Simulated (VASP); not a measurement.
# HWCl6 (I4/m) in VASP: relaxation of cell and atoms with PBE

Aim: the relaxation of cell and atoms of HWCl6 with PBE.

All numbers are computed with VASP 6.6.1; they aren't measurements. Logs are shortened: lines on timing, memory, paths and dates and some standing lists are left out, and cuts for length are marked.

## 1. The crystal as given

Symmetry: I4/m, No. 87, tetragonal system. Conventional cell: a = 6.880 Å, b = 6.880 Å, c = 7.940 Å, α = 90.00°, β = 90.00°, γ = 90.00°. Around H (site symmetry 4/m) lie 2 Cl at 1.57 Å. W (site symmetry 4/m) has 6 Cl at 2.31 to 2.40 Å as nearest neighbours. Cl (site symmetry 4) has 1 H at 1.57 Å as nearest neighbours. Cl (site symmetry m) has 1 W at 2.31 Å as nearest neighbours.

The cell was built by a generator and needn't be a form met in nature.

## 2. Relaxation of cell and atoms, PBE

File INCAR:

```
SYSTEM = HWCl6
PREC = Normal ; ENCUT = 520
EDIFF = 1E-4 ; ISMEAR = 0
SIGMA = 0.15 ; LREAL = .FALSE.
LASPH = .TRUE. ; NELM = 60
ALGO = Fast ; ISIF = 3
LWAVE = .FALSE. ; LCHARG = .FALSE.
GGA = PE ; IBRION = 2
NSW = 24 ; EDIFFG = -0.08
```

File KPOINTS:

```
regular mesh
0
G
  3 3 3
  0 0 0
```

File POSCAR:

```
HWCl6
1.0
   -3.4400000000      3.4400000000      3.9700000000
    3.4400000000     -3.4400000000      3.9700000000
    3.4400000000      3.4400000000     -3.9700000000
H W Cl
1 1 6
Direct
    0.5000000000      0.5000000000      0.0000000000
    0.0000000000      0.0000000000      0.0000000000
    0.3020000000      0.3020000000      0.0000000000
    0.6980000000      0.6980000000      0.0000000000
    0.8500000000      0.7000000000      0.5500000000
    0.7000000000      0.1500000000      0.8500000000
    0.3000000000      0.8500000000      0.1500000000
    0.1500000000      0.3000000000      0.4500000000
```

Potentials or basis: VASP PAW PBE potentials, release 64 (H, W_sv, Cl).

Run with:

```
$ cat potpaw_PBE.64/H/POTCAR potpaw_PBE.64/W_sv/POTCAR potpaw_PBE.64/Cl/POTCAR > POTCAR
$ mpirun -np 1 vasp_std > vasp.out
```

OUTCAR:

```text
SYSTEM = HWCl6
   PREC = Normal
   ENCUT = 520
   EDIFF = 1E-4
   ISMEAR = 0
   LREAL = .FALSE.
   LASPH = .TRUE.
   NELM = 60
   ISIF = 3
   GGA = PE
   IBRION = 2
   NSW = 24
   EDIFFG = -0.08

 ion  position               nearest neighbor table
   1  0.500  0.500  0.000-   3 1.57   4 1.57
   2  0.000  0.000  0.000-   6 2.31   7 2.31   5 2.31   8 2.31   3 2.40   4 2.40
   3  0.302  0.302  0.000-   1 1.57   2 2.40
   4  0.698  0.698  0.000-   1 1.57   2 2.40
   5  0.850  0.700  0.550-   2 2.31
   6  0.700  0.150  0.850-   2 2.31
   7  0.300  0.850  0.150-   2 2.31
   8  0.150  0.300  0.450-   2 2.31

  LATTYP: Found a body centered tetragonal cell.
 ALAT       =     6.8800000000
 C/A-ratio  =     1.1540697674

  Lattice vectors:

 A1 = (  -3.4400000000,   3.4400000000,   3.9700000000)
 A2 = (   3.4400000000,  -3.4400000000,   3.9700000000)
 A3 = (   3.4400000000,   3.4400000000,  -3.9700000000)

Analysis of symmetry for initial positions (statically):
=====================================================================
 Subroutine PRICEL returns:
 Original cell was already a primitive cell.

 Routine SETGRP: Setting up the symmetry group for a
 body centered tetragonal supercell.

 Subroutine GETGRP returns: Found  8 space group operations
 (whereof  8 operations were pure point group operations)
 out of a pool of 16 trial point group operations.

The static configuration has the point symmetry C_4h.

Analysis of symmetry for dynamics (positions and initial velocities):
=====================================================================
 Subroutine PRICEL returns:
 Original cell was already a primitive cell.

 Routine SETGRP: Setting up the symmetry group for a
 body centered tetragonal supercell.

 Subroutine GETGRP returns: Found  8 space group operations
 (whereof  8 operations were pure point group operations)
 out of a pool of 16 trial point group operations.

The dynamic configuration has the point symmetry C_4h.

 Subroutine INISYM returns: Found  8 space group operations
 (whereof  8 operations are pure point group operations),
 and found     1 'primitive' translations

----------------------------------------------------------------------------------------

                                     Primitive cell

  volume of cell :     187.9176

  direct lattice vectors                    reciprocal lattice vectors
    -3.440000000  3.440000000  3.970000000     0.000000000  0.145348837  0.125944584
     3.440000000 -3.440000000  3.970000000     0.145348837  0.000000000  0.125944584
     3.440000000  3.440000000 -3.970000000     0.145348837  0.145348837  0.000000000

  length of vectors
     6.279179883  6.279179883  6.279179883     0.192323485  0.192323485  0.205554297

  position of ions in fractional coordinates (direct lattice)
     0.500000000  0.500000000  0.000000000
     0.000000000  0.000000000  0.000000000
     0.302000000  0.302000000  0.000000000
     0.698000000  0.698000000  0.000000000
     0.850000000  0.700000000  0.550000000
     0.700000000  0.150000000  0.850000000
     0.300000000  0.850000000  0.150000000
     0.150000000  0.300000000  0.450000000

  ion indices of the primitive-cell ions
   primitive index   ion index
                 1           1
                 2           2
                 3           3
                 4           4
                 5           5
                 6           6
                 7           7
                 8           8

----------------------------------------------------------------------------------------

 KPOINTS: regular mesh

Automatic generation of k-mesh.
 Grid dimensions read from file:
 generate k-points for:    3    3    3

 Generating k-lattice:

  Cartesian coordinates                     Fractional coordinates (reciprocal lattice)
     0.000000000  0.048449612  0.041981528     0.333333333  0.000000000  0.000000000
     0.048449612  0.000000000  0.041981528     0.000000000  0.333333333  0.000000000
     0.048449612  0.048449612  0.000000000     0.000000000  0.000000000  0.333333333

  Length of vectors
     0.064107828  0.064107828  0.068518099

  Shift w.r.t. Gamma in fractional coordinates (k-lattice)
     0.000000000  0.000000000  0.000000000

 Subroutine IBZKPT returns following result:
 ===========================================

 Found      6 irreducible k-points:

 Following reciprocal coordinates:
            Coordinates               Weight
  0.000000  0.000000  0.000000      1.000000
  0.333333  0.000000 -0.000000      8.000000
  0.333333  0.333333 -0.000000      8.000000
 -0.333333  0.333333  0.000000      4.000000
 -0.333333  0.333333  0.333333      4.000000
 -0.333333 -0.333333  0.333333      2.000000
   k-points           NKPTS =      6   k-points in BZ     NKDIM =      6   number of bands    NBANDS=     34
   number of dos      NEDOS =    301   number of ions     NIONS =      8
   total plane-waves  NPLWV =  46656
   dimension x,y,z NGX =    36 NGY =   36 NGZ =   36
   dimension x,y,z NGXF=    72 NGYF=   72 NGZF=   72
   ions per type =               1   1   6
   NGX,Y,Z   is equivalent  to a cutoff of   9.53,  9.53,  9.53 a.u.
   NGXF,Y,Z  is equivalent  to a cutoff of  19.06, 19.06, 19.06 a.u.
 SYSTEM =  HWCl6
   PREC   = normal    normal or accurate (medium, high low for compatibility)
   ISTART =      0    job   : 0-new  1-cont  2-samecut
   ICHARG =      2    charge: 1-file 2-atom 10-const
   ISPIN  =      1    spin polarized calculation?
   LNONCOLLINEAR =      F non collinear calculations
   LSORBIT =      F    spin-orbit coupling
   LASPH  =      T    aspherical Exc in radial PAW
   ENCUT  =  520.0 eV  38.22 Ry    6.18 a.u.  11.68 11.68 11.68*2*pi/ulx,y,z
   NELM   =     60;   NELMIN=  2; NELMDL= -5     # of ELM steps
   EDIFF  = 0.1E-03   stopping-criterion for ELM
   LREAL  =      F    real-space projection
   EDIFFG = -.8E-01   stopping-criterion for IOM
   NSW    =     24    number of steps for IOM
   IBRION =      2    ionic relax: 0-MD 1-quasi-New 2-CG
   NFREE  =      1    steps in history (QN), initial steepest desc. (CG)
   ISIF   =      3    stress and relaxation
   ISYM   =      2    0-nonsym 1-usesym 2-fastsym
   POTIM  = 0.5000    time-step for ionic-motion
   TEBEG  =    0.0;   TEEND  =   0.0 temperature during run
   PSTRESS=    0.0 pullay stress
   NELECT =      57.0000    total number of electrons
   NUPDOWN=      -1.0000    fix difference up-down
   EMIN   =  10.00;   EMAX   =-10.00  energy-range for DOS
   EFERMI =   0.00;   METHOD = LEGACY
   ISMEAR =     0;   SIGMA  =   0.15  broadening in eV -4-tet -1-fermi 0-gaus
   EFERMI_NEDOS =   21; number of points for ismear=-14 and -15
   IALGO  =     68    algorithm
   IMIX   =      4    mixing-type and parameters
     AMIX     =   0.40;   BMIX     =  1.00
     AMIX_MAG =   1.60;   BMIX_MAG =  1.00
  volume/ion in A,a.u.               =      23.49       158.52
  Fermi-wavevector in a.u.,A,eV,Ry     =   1.099961  2.078625 16.461885  1.209914
  Thomas-Fermi vector in A             =   2.236364
   LORBIT       =      0    0 simple, 1 ext, 2 COOP (PROOUT), +10 PAW based schemes
   GGA     = PE    functional components
   LHFCALC =     F    Hartree Fock is set to
   AEXX    =    0.0000 exact exchange contribution
   IVDW    =     0    specifies the selected vdW correction
   LEPSILON=     F    determine dielectric tensor
   LRPA    =     F    only Hartree local field effects (RPA)
 conjugate gradient relaxation of ions
 non-spin polarized calculation
 RMM-DIIS sequential band-by-band and
 Gauss-broadening in eV      SIGMA  =   0.15
  energy-cutoff  :      520.00
  volume of cell :      187.92
 maximum number of plane-waves:      5073
   NGX = 23   NGY = 23   NGZ = 23

--------------------------------------- Ionic step        1  -------------------------------------------

 number of electron      57.0000013 magnetization

 Free energy of the ion-electron system (eV)
  ---------------------------------------------------
  ext. energy  EPLUGINS =         0.00000000
  ---------------------------------------------------
  free energy    TOTEN  =       -31.33958683 eV

  energy without entropy =      -31.23996051  energy(sigma->0) =      -31.28977367

------------------------ aborting loop because EDIFF is reached ----------------------------------------

  FORCE on cell =-STRESS in cart. coord.  units (eV):
  Direction    XX          YY          ZZ          XY          YZ          ZX
  --------------------------------------------------------------------------------------
  -------------------------------------------------------------------------------------
  Total        3.0847389      3.0847389      2.0256013     -0.0000000     -0.0000000      0.0000000
  in kB       26.3003551     26.3003551     17.2701919     -0.0000001     -0.0000000      0.0000000
  external PRESSURE =      23.2903007 kB  Pullay stress =       0.0000000 kB
[... 107 lines left out ...]
  FREE ENERGIE OF THE ION-ELECTRON SYSTEM (eV)
  ---------------------------------------------------
  free  energy   TOTEN  =       -31.5163444980 eV

  energy  without entropy=      -31.4096287905  energy(sigma->0) =      -31.46298664

 E-fermi :  -0.0127     XC(G=0):  -6.9245

 val. band max:       -2.0421227884   @ k =   0.3333   0.3333  -0.0000
 cond. band min:       0.0154657113   @ k =  -0.3333   0.3333   0.0000
 fundamental gap:      2.0575884997
 Fermi energy:        -0.0127015146

 k-point     1 :       0.0000    0.0000    0.0000
  band No.  band energies     occupation
      1     -76.2546      2.00000
      2     -40.3861      2.00000
      3     -40.3861      2.00000
      4     -40.3216      2.00000
      5     -16.5251      2.00000
      6     -15.7130      2.00000
[... 211 lines left out ...]
     33       3.6618      0.00000
     34       4.9412      0.00000

[... ionic steps 4 to 15 ...]

--------------------------------------- Ionic step       16  -------------------------------------------

 number of electron      57.0000016 magnetization

------------------------ aborting loop because EDIFF is reached ----------------------------------------

  FORCE on cell =-STRESS in cart. coord.  units (eV):
  Direction    XX          YY          ZZ          XY          YZ          ZX
  --------------------------------------------------------------------------------------
  -------------------------------------------------------------------------------------
  Total        0.5750002      0.5750002     -0.3531949      0.0000000      0.0000000      0.0000000
  in kB        3.6712334      3.6712334     -2.2550621      0.0000002      0.0000000      0.0000000
  external PRESSURE =       1.6958016 kB  Pullay stress =       0.0000000 kB
[... 69 lines left out ...]
  energy  without entropy=      -31.8008828201  energy(sigma->0) =      -31.86357773

--------------------------------------- Ionic step       18  -------------------------------------------

 number of electron      57.0000018 magnetization

 Free energy of the ion-electron system (eV)
  ---------------------------------------------------
  ext. energy  EPLUGINS =         0.00000000
  ---------------------------------------------------
  free energy    TOTEN  =       -31.92666350 eV

  energy without entropy =      -31.80117186  energy(sigma->0) =      -31.86391768

 E-fermi :   0.1022     XC(G=0):  -6.9759

 val. band max:       -1.9318436004   @ k =   0.3333   0.3333  -0.0000
 cond. band min:       0.1262127855   @ k =  -0.3333   0.3333   0.0000
 fundamental gap:      2.0580563859
 Fermi energy:         0.1022084212

 k-point     1 :       0.0000    0.0000    0.0000
  band No.  band energies     occupation
      1     -76.1291      2.00000
      2     -40.2617      2.00000
      3     -40.2617      2.00000
      4     -40.2223      2.00000
      5     -16.5183      2.00000
      6     -15.6020      2.00000
[... 246 lines left out ...]
  FREE ENERGIE OF THE ION-ELECTRON SYSTEM (eV)
  ---------------------------------------------------
  free  energy   TOTEN  =       -31.9266635033 eV

  energy  without entropy=      -31.8011718579  energy(sigma->0) =      -31.86391768

 reached required accuracy - stopping structural energy minimisation
```

Wall time 2.6 min (1 thread of Intel Xeon Platinum 8488C (Sapphire Rapids), shared host); peak memory 0.22 GiB.

What came out:

- Free energy: -31.9267 eV
- Relaxed volume: 31.40 Å³/atom
- Relaxed cell: a = 6.885 Å, b = 6.885 Å, c = 6.885 Å, α = 109.80°, β = 109.80°, γ = 108.82°
- Space group after relaxing (to 0.05 Å): I4/m (No. 87)
- Energy gained by relaxing: 73.4 meV/atom
- Ionic steps: 18
- Pressure after relaxing: 0.1 GPa
- Largest force after relaxing: 0.076 eV/Å
- Band gap on the k mesh: none (metal or under the smearing width)

Forces on the atoms (eV/Å):
```
H    0.000  0.000  0.000
W    0.000  0.000  0.000
Cl   0.000  0.000  0.076
Cl   0.000  0.000 -0.076
Cl  -0.011  0.012  0.000
Cl  -0.012 -0.011  0.000
Cl   0.012  0.011  0.000
Cl   0.011 -0.012  0.000
```

Stress tensor (GPa, compression positive):
```
0.09 0.00 0.00
0.00 0.09 0.00
0.00 0.00 0.01
```

Step by step:
| step | energy change (eV) | largest force (eV/Å) | pressure (GPa) | volume (Å³) |
| --- | --- | --- | --- | --- |
| 1 | 0.0000 | 0.4991 | 2.33 | 187.92 |
| 2 | -0.1370 | 0.7921 | 0.05 | 197.36 |
| 3 | -0.1768 | 0.9875 | -1.17 | 204.13 |
| 4 | -0.2742 | 0.6849 | -0.53 | 206.55 |
| 5 | -0.3676 | 0.2070 | 0.43 | 210.11 |
| 6 | -0.3545 | 0.9729 | 2.77 | 217.35 |
| 7 | -0.3963 | 0.2740 | 1.42 | 213.20 |
| 8 | -0.4588 | 0.2263 | 0.87 | 219.43 |
| 9 | -0.5236 | 0.1112 | 0.40 | 229.16 |
| 10 | -0.5730 | 0.3688 | -0.13 | 249.19 |
| 11 | -0.5737 | 0.4197 | -0.08 | 251.94 |
| 12 | -0.5718 | 0.5380 | -0.27 | 257.49 |
| 13 | -0.5734 | 0.4754 | -0.29 | 254.56 |
| 14 | -0.5737 | 0.4417 | -0.30 | 253.08 |
| 15 | -0.5843 | 0.1112 | 0.20 | 251.08 |
| 16 | -0.5843 | 0.1364 | 0.17 | 250.94 |
| 17 | -0.5867 | 0.0917 | -0.02 | 251.28 |
| 18 | -0.5871 | 0.0757 | 0.06 | 251.20 |

Final structure:
```
CELL_PARAMETERS angstrom
-3.95890 3.95890 4.00683
3.95890 -3.95890 4.00683
3.95890 3.95890 -4.00683
ATOMIC_POSITIONS crystal
H 0.50000 0.50000 0.00000
W 0.00000 0.00000 0.00000
Cl 0.30680 0.30680 0.00000
Cl 0.69320 0.69320 0.00000
Cl 0.88214 0.73509 0.61723
Cl 0.73509 0.11786 0.85295
Cl 0.26491 0.88214 0.14705
Cl 0.11786 0.26491 0.38277
```

Caveat: the k mesh is coarse (spacing up to 0.43 Å⁻¹), so the values aren't converged; the volume moved by over 15 % at a fixed basis, so the end points are rough; an odd number of electrons without spin polarisation forces a metal; a magnetic or distorted state may lie lower; the relaxation stopped at a loose force limit of 0.08 eV/Å, so its end isn't a converged minimum. Spin-orbit coupling is left out, which matters for the levels of W.
